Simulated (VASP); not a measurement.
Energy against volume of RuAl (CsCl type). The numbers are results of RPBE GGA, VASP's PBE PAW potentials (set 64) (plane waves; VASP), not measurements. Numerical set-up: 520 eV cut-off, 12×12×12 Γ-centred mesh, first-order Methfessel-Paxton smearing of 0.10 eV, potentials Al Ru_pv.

| V (Å³/atom) | E (eV/atom) |
|---|---|
| 13.368 | -6.68042 |
| 13.782 | -6.68796 |
| 14.195 | -6.68044 |
| 14.609 | -6.66016 |

Question: Fit these four points and predict the energy of the run at 12.955 Å³/atom.

Answer: A cubic in V^(−2/3), the third-order Birch-Murnaghan form, passes through the four points with V0 = 13.77 Å³/atom and B0 = 195 GPa, and gives -6.6551 eV/atom there. The run gave -6.6552 eV/atom, -0.1 meV/atom from the fit; all five points give B0 = 195 GPa.

The compound is RuAl in the CsCl type structure. It was relaxed first.
